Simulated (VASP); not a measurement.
# SrSmCl2F2 (P4mm) in VASP: notebook

Runs on SrSmCl2F2. Level: PBE. Tasks: single point.

Program: VASP 6.6.1. These are calculated values, not measurements. Logs are shortened: lines on timing, memory, paths and dates and some standing lists are left out, and cuts for length are marked.

## 1. The crystal as given

The structure is tetragonal, space group P4mm (No. 99). Conventional cell: a = 4.018 Å, b = 4.018 Å, c = 7.154 Å, α = 90.00°, β = 90.00°, γ = 90.00°. Around Sm (site symmetry 4mm) lie 4 F at 2.58 Å and 5 Cl at 2.89 to 2.96 Å. Around Sr (site symmetry 4mm) lie 4 F at 2.49 Å. Around Cl (site symmetry 4mm) lie 1 Sm at 2.89 Å and 4 Sr at 3.07 Å and 4 F at 3.32 Å. Cl (site symmetry 4mm) is surrounded by 4 Sm at 2.96 Å and 4 F at 3.18 Å and 1 Sr at 3.23 Å. F (site symmetry 2mm) has 2 Sr at 2.49 Å and 2 Sm at 2.58 Å and 4 F at 2.84 Å as nearest neighbours.

The cell comes from a database or a generator and needn't be the stable form of this composition.

## 2. Single point, PBE, collinear spin, ferromagnetic start

File INCAR:

```
ALGO = Fast ; EDIFF = 1E-7
ENCUT = 600 ; GGA = PE
ISIF = 2 ; ISMEAR = 0
ISPIN = 2 ; LASPH = T
LCHARG = F ; LMAXMIX = 6
LORBIT = 11 ; LREAL = F
LWAVE = F ; MAGMOM = 5 0 0 0 0 0
NBANDS = 38 ; NELM = 150
PREC = Accurate ; SIGMA = 0.05
```

File KPOINTS:

```
k-points
0
Gamma
  7 7 4
```

File POSCAR:

```
SrSmCl2F2
1.0
    4.0175480000      0.0000000000      0.0000000000
    0.0000000000      4.0175480000      0.0000000000
    0.0000000000      0.0000000000      7.1543130000
Sm Sr Cl F
1 1 2 2
Direct
    0.0000000000      0.0000000000      0.2273670000
    0.5000000000      0.5000000000      0.7956950000
    0.0000000000      0.0000000000      0.6317110000
    0.5000000000      0.5000000000      0.3444470000
    0.0000000000      0.5000000000      0.0003900000
    0.5000000000      0.0000000000      0.0003900000
```

Potentials or basis: VASP PAW PBE potentials, release 64 (Sm_3, Sr_sv, Cl, F), 4f in core.

Started as:

```console
$ cat potpaw_PBE.64/Sm_3/POTCAR potpaw_PBE.64/Sr_sv/POTCAR potpaw_PBE.64/Cl/POTCAR potpaw_PBE.64/F/POTCAR > POTCAR
$ mpirun -np 1 vasp_std > vasp.out
```

OUTCAR:

```text
EDIFF = 1E-7
   ENCUT = 600
   GGA = PE
   ISIF = 2
   ISMEAR = 0
   ISPIN = 2
   LASPH = T
   LORBIT = 11
   LREAL = F
   NELM = 150
   PREC = Accurate

 ion  position               nearest neighbor table
   1  0.000  0.000  0.227-   5 2.58   6 2.58   5 2.58   6 2.58   3 2.89   4 2.96   4 2.96   4 2.96
                             4 2.96   2 4.20   2 4.20   2 4.20   2 4.20
   2  0.500  0.500  0.796-   5 2.49   6 2.49   6 2.49   5 2.49   3 3.07   3 3.07   3 3.07   3 3.07
                             4 3.23   1 4.20   1 4.20   1 4.20   1 4.20
   3  0.000  0.000  0.632-   1 2.89   2 3.07   2 3.07   2 3.07   2 3.07
   4  0.500  0.500  0.344-   1 2.96   1 2.96   1 2.96   1 2.96   2 3.23
   5  0.000  0.500  0.000-   2 2.49   2 2.49   1 2.58   1 2.58
   6  0.500  0.000  0.000-   2 2.49   2 2.49   1 2.58   1 2.58

  LATTYP: Found a simple tetragonal cell.
 ALAT       =     4.0175480000
 C/A-ratio  =     1.7807660294

  Lattice vectors:

 A1 = (   4.0175480000,   0.0000000000,   0.0000000000)
 A2 = (   0.0000000000,   4.0175480000,   0.0000000000)
 A3 = (   0.0000000000,   0.0000000000,   7.1543130000)

Analysis of symmetry for initial positions (statically):
=====================================================================
 Subroutine PRICEL returns:
 Original cell was already a primitive cell.

 Routine SETGRP: Setting up the symmetry group for a
 simple tetragonal supercell.

 Subroutine GETGRP returns: Found  8 space group operations
 (whereof  8 operations were pure point group operations)
 out of a pool of 16 trial point group operations.

The static configuration has the point symmetry C_4v.

Analysis of symmetry for dynamics (positions and initial velocities):
=====================================================================
 Subroutine PRICEL returns:
 Original cell was already a primitive cell.

 Routine SETGRP: Setting up the symmetry group for a
 simple tetragonal supercell.

 Subroutine GETGRP returns: Found  8 space group operations
 (whereof  8 operations were pure point group operations)
 out of a pool of 16 trial point group operations.

The dynamic configuration has the point symmetry C_4v.

Analysis of structural, dynamic, and magnetic symmetry:
=====================================================================
 Subroutine PRICEL returns:
 Original cell was already a primitive cell.

 Routine SETGRP: Setting up the symmetry group for a
 simple tetragonal supercell.

 Subroutine GETGRP returns: Found  8 space group operations
 (whereof  8 operations were pure point group operations)
 out of a pool of 16 trial point group operations.

The overall configuration has the point symmetry C_4v.

 Subroutine INISYM returns: Found  8 space group operations
 (whereof  8 operations are pure point group operations),
 and found     1 'primitive' translations

----------------------------------------------------------------------------------------

                                     Primitive cell

  volume of cell :     115.4756

  direct lattice vectors                    reciprocal lattice vectors
     4.017548000  0.000000000  0.000000000     0.248908040  0.000000000  0.000000000
     0.000000000  4.017548000  0.000000000     0.000000000  0.248908040  0.000000000
     0.000000000  0.000000000  7.154313000     0.000000000  0.000000000  0.139775825

  length of vectors
     4.017548000  4.017548000  7.154313000     0.248908040  0.248908040  0.139775825

  position of ions in fractional coordinates (direct lattice)
     0.000000000  0.000000000  0.227367000
     0.500000000  0.500000000  0.795695000
     0.000000000  0.000000000  0.631711000
     0.500000000  0.500000000  0.344447000
     0.000000000  0.500000000  0.000390000
     0.500000000  0.000000000  0.000390000

  ion indices of the primitive-cell ions
   primitive index   ion index
                 1           1
                 2           2
                 3           3
                 4           4
                 5           5
                 6           6

[... 32 lines left out ...]
  0.142857  0.142857  0.000000      4.000000
  0.285714  0.142857  0.000000      8.000000
[... 16 lines left out ...]
  0.285714  0.000000  0.500000      4.000000
  0.428571  0.000000  0.500000      4.000000
 [... further k-points ...]
   k-points           NKPTS =     30   k-points in BZ     NKDIM =     30   number of bands    NBANDS=     38
   number of dos      NEDOS =    301   number of ions     NIONS =      6
   total plane-waves  NPLWV =  61440
   dimension x,y,z NGX =    32 NGY =   32 NGZ =   60
   dimension x,y,z NGXF=    64 NGYF=   64 NGZF=  120
   ions per type =               1   1   2   2
   NGX,Y,Z   is equivalent  to a cutoff of  13.24, 13.24, 13.94 a.u.
   NGXF,Y,Z  is equivalent  to a cutoff of  26.48, 26.48, 27.88 a.u.
 SYSTEM =  unknown system
   PREC   = accura    normal or accurate (medium, high low for compatibility)
   ISTART =      0    job   : 0-new  1-cont  2-samecut
   ICHARG =      2    charge: 1-file 2-atom 10-const
   ISPIN  =      2    spin polarized calculation?
   LNONCOLLINEAR =      F non collinear calculations
   LSORBIT =      F    spin-orbit coupling
   LASPH  =      T    aspherical Exc in radial PAW
   ENCUT  =  600.0 eV  44.10 Ry    6.64 a.u.   8.02  8.02 14.29*2*pi/ulx,y,z
   NELM   =    150;   NELMIN=  2; NELMDL= -5     # of ELM steps
   EDIFF  = 0.1E-06   stopping-criterion for ELM
   LREAL  =      F    real-space projection
   EDIFFG = 0.1E-05   stopping-criterion for IOM
   NSW    =      0    number of steps for IOM
   IBRION =     -1    ionic relax: 0-MD 1-quasi-New 2-CG
   NFREE  =      0    steps in history (QN), initial steepest desc. (CG)
   ISIF   =      2    stress and relaxation
   ISYM   =      2    0-nonsym 1-usesym 2-fastsym
   POTIM  = 0.5000    time-step for ionic-motion
   TEBEG  =    0.0;   TEEND  =   0.0 temperature during run
   PSTRESS=    0.0 pullay stress
   NELECT =      49.0000    total number of electrons
   NUPDOWN=      -1.0000    fix difference up-down
   EMIN   =  10.00;   EMAX   =-10.00  energy-range for DOS
   EFERMI =   0.00;   METHOD = LEGACY
   ISMEAR =     0;   SIGMA  =   0.05  broadening in eV -4-tet -1-fermi 0-gaus
   EFERMI_NEDOS =   21; number of points for ismear=-14 and -15
   IALGO  =     68    algorithm
   IMIX   =      4    mixing-type and parameters
     AMIX     =   0.40;   BMIX     =  1.00
     AMIX_MAG =   1.60;   BMIX_MAG =  1.00
  volume/ion in A,a.u.               =      19.25       129.88
  Fermi-wavevector in a.u.,A,eV,Ry     =   1.230203  2.324747 20.591054  1.513400
  Thomas-Fermi vector in A             =   2.365061
   LORBIT       =     11    0 simple, 1 ext, 2 COOP (PROOUT), +10 PAW based schemes
   GGA     = PE    functional components
   LHFCALC =     F    Hartree Fock is set to
   AEXX    =    0.0000 exact exchange contribution
   IVDW    =     0    specifies the selected vdW correction
   LEPSILON=     F    determine dielectric tensor
   LRPA    =     F    only Hartree local field effects (RPA)
 spin polarized calculation
 RMM-DIIS sequential band-by-band and
 Gauss-broadening in eV      SIGMA  =   0.05
  energy-cutoff  :      600.00
  volume of cell :      115.48
 maximum number of plane-waves:      3876
   NGX = 17   NGY = 17   NGZ = 29

 number of electron      49.0000014 magnetization       0.4240044

 Free energy of the ion-electron system (eV)
  ---------------------------------------------------
  ext. energy  EPLUGINS =         0.00000000
  ---------------------------------------------------
  free energy    TOTEN  =       -30.73143262 eV

  energy without entropy =      -30.72882492  energy(sigma->0) =      -30.73012877

 E-fermi :   6.7432     XC(G=0):  -9.7520

 val. band max:        6.7346352642   @ k =   0.0000   0.0000   0.2500
 cond. band min:       6.7521092525   @ k =   0.2857   0.0000   0.2500
 fundamental gap:      0.0174739883
 Fermi energy:         6.7431629761

 spin component 1

 k-point     1 :       0.0000    0.0000    0.0000
  band No.  band energies     occupation
      1     -37.1464      1.00000
      2     -31.2326      1.00000
      3     -20.3327      1.00000
      4     -19.7913      1.00000
      5     -16.5513      1.00000
      6     -16.4382      1.00000
[... 925 lines left out ...]
     35      10.2109      0.00000
     36      10.8651      0.00000

 [... further k-points ...]

 spin component 2

 k-point     1 :       0.0000    0.0000    0.0000
  band No.  band energies     occupation
      1     -37.0434      1.00000
      2     -31.2294      1.00000
      3     -20.3209      1.00000
      4     -19.7851      1.00000
      5     -16.4078      1.00000
      6     -16.2944      1.00000
[... 925 lines left out ...]
     35      10.3009      0.00000
     36      10.9799      0.00000

 [... further k-points ...]

 [bands above 36 left out]

------------------------ aborting loop because EDIFF is reached ----------------------------------------

  FORCE on cell =-STRESS in cart. coord.  units (eV):
  Direction    XX          YY          ZZ          XY          YZ          ZX
  --------------------------------------------------------------------------------------
  -------------------------------------------------------------------------------------
  Total       -0.1179761     -0.1179761      0.1238547      0.0000000     -0.0000000      0.0000000
  in kB       -1.6368715     -1.6368715      1.7184348      0.0000000     -0.0000000      0.0000000
  external PRESSURE =      -0.5184361 kB  Pullay stress =       0.0000000 kB

 VOLUME and BASIS-vectors are now :
 -----------------------------------------------------------------------------
  energy-cutoff  :      600.00
  volume of cell :      115.48
      direct lattice vectors                 reciprocal lattice vectors
     4.017548000  0.000000000  0.000000000     0.248908040  0.000000000  0.000000000
     0.000000000  4.017548000  0.000000000     0.000000000  0.248908040  0.000000000
     0.000000000  0.000000000  7.154313000     0.000000000  0.000000000  0.139775825

 POSITION                                       TOTAL-FORCE (eV/Angst)
 -----------------------------------------------------------------------------------
      0.00000      0.00000      1.62665         0.000000      0.000000     -0.000687
      2.00877      2.00877      5.69265         0.000000     -0.000000      0.070411
      0.00000      0.00000      4.51946         0.000000      0.000000     -0.028546
      2.00877      2.00877      2.46428         0.000000     -0.000000      0.013307
      0.00000      2.00877      0.00279         0.000000     -0.000000     -0.027242
      2.00877      0.00000      0.00279         0.000000      0.000000     -0.027242
 -----------------------------------------------------------------------------------
    total drift:                                0.000000      0.000000      0.002026

  FREE ENERGIE OF THE ION-ELECTRON SYSTEM (eV)
  ---------------------------------------------------
  free  energy   TOTEN  =       -30.7314326196 eV

  energy  without entropy=      -30.7288249242  energy(sigma->0) =      -30.73012877

 total charge

# of ion       s       p       d       tot
------------------------------------------
    1        2.073   5.920   0.858   8.852
    2        1.999   5.789   0.185   7.972
    3        1.592   3.580   0.000   5.172
    4        1.597   3.537   0.000   5.135
    5        1.733   4.365   0.000   6.098
    6        1.733   4.365   0.000   6.098
--------------------------------------------------
tot         10.727  27.555   1.043  39.326

 magnetization (x)

# of ion       s       p       d       tot
------------------------------------------
    1        0.003   0.004   0.215   0.222
    2        0.001   0.000   0.003   0.005
    3        0.000  -0.002   0.000  -0.002
    4        0.006  -0.004   0.000   0.001
    5        0.001   0.001   0.000   0.002
    6        0.001   0.001   0.000   0.002
--------------------------------------------------
tot          0.012  -0.000   0.218   0.231
```

Wall time 4.5 min (1 thread of AMD EPYC 9R45 (Zen 5), shared host); peak memory 0.43 GiB.

What came out:

| Item | Value |
| --- | --- |
| Free energy | -30.7314 eV |
| Pressure | -0.1 GPa |
| Largest force | 0.070 eV/Å |
| Band gap on the k mesh | none (metal or under the smearing width) |
| Net moment | 0.42 μB per cell |
| Site moments | Sm +0.22; Sr +0.01; Cl -0.00, +0.00; F +0.00 μB |
| Valence electrons inside the program's atomic spheres | Sm 8.85; Sr 7.97; Cl 5.17, 5.13; F 6.10 |

Forces on the atoms (eV/Å):
```
Sm   0.000  0.000 -0.001
Sr   0.000  0.000  0.070
Cl   0.000  0.000 -0.029
Cl   0.000  0.000  0.013
F    0.000  0.000 -0.027
F    0.000  0.000 -0.027
```

Stress tensor (GPa, compression positive):
```
-0.16  0.00  0.00
 0.00 -0.16  0.00
 0.00  0.00  0.17
```

Caveat: the magnetic or orbital state may not be the lowest; spin-orbit coupling is left out, which moves the levels of the heavy elements; the 4f electrons are frozen in the core as for a trivalent ion, so they carry no moment and show no levels.

## 3. Single point, PBE, collinear spin, ferromagnetic start

File run.py:

```python
from ase.calculators.vasp import Vasp
from ase.dft.bandgap import bandgap
from ase.spacegroup import crystal

atoms = crystal(
    ['Sm', 'Sr', 'Cl', 'Cl', 'F'],
    basis=[[0.0, 0.0, 0.227367], [0.5, 0.5, 0.795695], [0.0, 0.0, 0.631711], [0.5, 0.5, 0.344447], [0.0, 0.5, 0.00039]],
    spacegroup=99,
    setting=1,
    cellpar=[4.017548, 4.017548, 7.154313, 90.0, 90.0, 90.0],
    primitive_cell=True,
)
atoms.set_initial_magnetic_moments([5.0, 0.0, 0.0, 0.0, 0.0, 0.0])
calc = Vasp(
    directory='calc',
    xc='pbe',
    pp='PBE',
    setups={'base': 'minimal', 'Sm': '_3'},
    prec='Accurate',
    encut=600,
    ediff=1e-07,
    ismear=0,
    sigma=0.05,
    lreal=False,
    lasph=True,
    nelm=150,
    algo='Fast',
    isif=2,
    lwave=False,
    lcharg=False,
    ispin=2,
    lorbit=11,
    lmaxmix=6,
    kpts=[7, 7, 4],
    gamma=True,
    nbands=38,
)
atoms.calc = calc

print('energy (eV):', atoms.get_potential_energy())
print('free energy (eV):', atoms.get_potential_energy(force_consistent=True))
print('forces (eV/A):')
print(atoms.get_forces())
print('stress (eV/A^3, Voigt):', atoms.get_stress())
print('Fermi level (eV):', calc.get_fermi_level())
print('moment (muB):', atoms.get_magnetic_moment())
print('site moments (muB):', atoms.get_magnetic_moments())
gap, top, bottom = bandgap(calc)
print('band gap (eV):', gap, 'from (spin, k, band)', top, 'to', bottom)
```

Potentials or basis: VASP PAW PBE potentials, release 64 (Sm_3, Sr_sv, Cl, F), 4f in core.

Started as:

```console
$ python run.py
```

Wall time 4.6 min (1 thread of AMD EPYC 9R45 (Zen 5), shared host); peak memory 0.43 GiB.

It converged, with:

```yaml
Free_energy: -30.7314 eV
Pressure: -0.1 GPa
Largest_force: 0.070 eV/Å
Band_gap_on_the_k_mesh: none (metal or under the smearing width)
Net_moment: 0.42 μB per cell
Site_moments: Sm +0.22; Sr +0.01; Cl -0.00, +0.00; F +0.00 μB
Valence_electrons_inside_the_program's_atomic_spheres: Sm 8.85; Sr 7.97; Cl 5.17, 5.13; F 6.10
```

Forces on the atoms (eV/Å):
```
Sm   0.000  0.000 -0.001
Sr   0.000  0.000  0.070
Cl   0.000  0.000 -0.029
Cl   0.000  0.000  0.013
F    0.000  0.000 -0.027
F    0.000  0.000 -0.027
```

Stress tensor (GPa, compression positive):
```
-0.16  0.00  0.00
 0.00 -0.16  0.00
 0.00  0.00  0.17
```

Levels at points of the mesh, in eV from the Fermi level:
Spin up:
```csv
k point,band 23,band 24,band 25,band 26,band 27,band 28
"(0.00, 0.00, 0.00)",-6.37,-6.32,-1.82,-0.24,0.12,0.32
"(0.00, 0.00, 0.50)",-6.45,-6.45,-1.61,0.14,0.31,0.34
```
Spin down:
| k point | band 21 | band 22 | band 23 | band 24 | band 25 | band 26 | band 27 | band 28 |
| --- | --- | --- | --- | --- | --- | --- | --- | --- |
| (0.00, 0.00, 0.00) | -7.29 | -6.35 | -6.35 | -6.31 | -1.51 | -0.07 | 0.25 | 0.45 |
| (0.00, 0.00, 0.50) | -7.08 | -6.88 | -6.43 | -6.43 | -1.26 | 0.34 | 0.36 | 0.47 |

Caveat: the magnetic or orbital state may not be the lowest; spin-orbit coupling is left out, which moves the levels of the heavy elements; the 4f electrons are frozen in the core as for a trivalent ion, so they carry no moment and show no levels.
